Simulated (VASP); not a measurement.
```xyz
2
Lattice="0.0000 3.4360 3.4360 3.4360 0.0000 3.4360 3.4360 3.4360 0.0000" Properties=species:S:1:pos:R:3 pbc="T T T"
Rb     0.0000     0.0000     0.0000
Br     3.4360     3.4360     3.4360
```

These are PW91 GGA, VASP's PBE PAW potentials (set 64) (plane waves; VASP) values and carry that method's errors. Numerical set-up: 520 eV cut-off, 7×7×7 Γ-centred mesh, Gaussian smearing of 0.050 eV, potentials Rb_sv Br.

### Question
Estimate the energy per atom (σ→0), band gap (on the k-mesh) with the smallest direct gap where there is one.

### Answer

```
Property                                      Value
-----------------------------------  --------------
band gap (on the k-mesh)                    4.37 eV
smallest direct gap (on the k-mesh)         4.37 eV
energy per atom (σ→0)                -3.083 eV/atom
```

The compound is RbBr in the rock salt structure. This cell is one point of a volume scan, at 0.94 of the reference volume.
